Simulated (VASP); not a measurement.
These are optB88-vdW, VASP's PBE PAW potentials (set 64) (plane waves; VASP) values and carry that method's errors.

Input for VASP

### INCAR
```
SYSTEM = Lu
PREC = Accurate
ENCUT = 520
EDIFF = 1E-7
NELM = 100
ALGO = Normal
LREAL = .FALSE.
LASPH = .TRUE.
ISMEAR = -5
GGA = BO
PARAM1 = 0.1833333333
PARAM2 = 0.22
LUSE_VDW = .TRUE.
AGGAC = 0.0
LMAXMIX = 6
LWAVE = .FALSE.
LCHARG = .TRUE.
LORBIT = 11
NEDOS = 601
ISIF = 2
```

File KPOINTS:
```
Automatic mesh
0
Gamma
14 14 8
0 0 0
```

File POSCAR:
```
Lu
1
    1.7404637737    -3.0145717702     0.0000000000
    1.7404637737     3.0145717702     0.0000000000
    0.0000000000     0.0000000000     5.4105138738
Lu
2
Direct
  0.3333330000   0.6666670000   0.2500000000
  0.6666670000   0.3333330000   0.7500000000
```

POTCAR, in this order: Lu_3 (PBE.64 set). Program: vasp_std.

Task: What will the output report for the number of irreducible k-points (NKPTS), largest plane-wave count, number of space-group operations, FFT grid (NGX, NGY, NGZ)?

Result: 
The number of irreducible k-points (NKPTS) is 120 and the largest plane-wave count comes out as 1556. The number of space-group operations is 24 and the FFT grid (NGX, NGY, NGZ) comes out as 28 × 28 × 40.

The compound is Lu in the hcp structure. It was relaxed first.
